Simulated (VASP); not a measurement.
Data:

```
CELL_PARAMETERS angstrom
      4.73517     0.00000     0.00000
      0.00000     4.73517     0.00000
      0.00000     0.00000     4.73517
ATOMIC_POSITIONS crystal
  Si 0.16232 0.33768 0.66232
  Si 0.66232 0.16232 0.33768
  Si 0.83768 0.83768 0.83768
  Si 0.33768 0.66232 0.16232
  Ru 0.87047 0.62953 0.37047
  Ru 0.37047 0.87047 0.62953
  Ru 0.12953 0.12953 0.12953
  Ru 0.62953 0.37047 0.87047
```

These are PBE GGA, VASP's PBE PAW potentials (set 64) (plane waves; VASP) values and carry that method's errors. Numerical set-up: 500 eV cut-off, 5×5×5 Γ-centred mesh, Gaussian smearing of 0.050 eV, potentials Si Ru_pv.

Energy and stress use the plane-wave basis of the starting cell.

The ions, cell shape and volume at an external pressure of 5.0 GPa are relaxed. What does this cell relax into?

```
CELL_PARAMETERS angstrom
      4.70032     0.00000     0.00000
      0.00000     4.70032     0.00000
      0.00000     0.00000     4.70032
ATOMIC_POSITIONS crystal
  Si 0.16142 0.33858 0.66142
  Si 0.66142 0.16142 0.33858
  Si 0.83858 0.83858 0.83858
  Si 0.33858 0.66142 0.16142
  Ru 0.86868 0.63132 0.36868
  Ru 0.36868 0.86868 0.63132
  Ru 0.13132 0.13132 0.13132
  Ru 0.63132 0.36868 0.86868
```
Space group P2_13 (198), at a tolerance of 0.03 Å.

How do energy and volume change from the first to the last step?

The energy (σ→0) changes by +4.4 meV/atom and the volume by -2.2 %, in 9 ionic steps.

The compound is RuSi in the B20 structure. This run relaxes it under an external pressure of 5 GPa. Symmetry was kept, so distortions that lower it aren't found.
